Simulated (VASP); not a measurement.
Given:

```yaml
crystal:
  lattice:
    - [0.00000, 2.67855, 2.67855]
    - [2.67855, 0.00000, 2.67855]
    - [2.67855, 2.67855, 0.00000]
  atoms:
    - { symbol: Co, position: [0.00000, 0.00000, 0.00000] }
    - { symbol: Si, position: [0.25000, 0.25000, 0.25000] }
    - { symbol: Si, position: [0.75000, 0.75000, 0.75000] }
```

These are revTPSS meta-GGA, VASP's PBE PAW potentials (set 64) (plane waves; VASP) values and carry that method's errors. Run with 520 eV cut-off, 10×10×10 Γ-centred mesh, first-order Methfessel-Paxton smearing of 0.10 eV, potentials Co Si.

**Question.** Give the stress tensor in GPa (positive for a compressed cell).

**Answer.** 
```
-5.52   0.00   0.00
 0.00  -5.52   0.00
 0.00   0.00  -5.52
```
The pressure is its mean diagonal, -5.52 GPa.

The compound is CoSi2 in the fluorite structure. This cell is one point of a volume scan, at 1.03 of the reference volume. The run is not spin-polarised, so no magnetic state was tried. The electron count is odd and the run is not spin-polarised, which forces a metal.
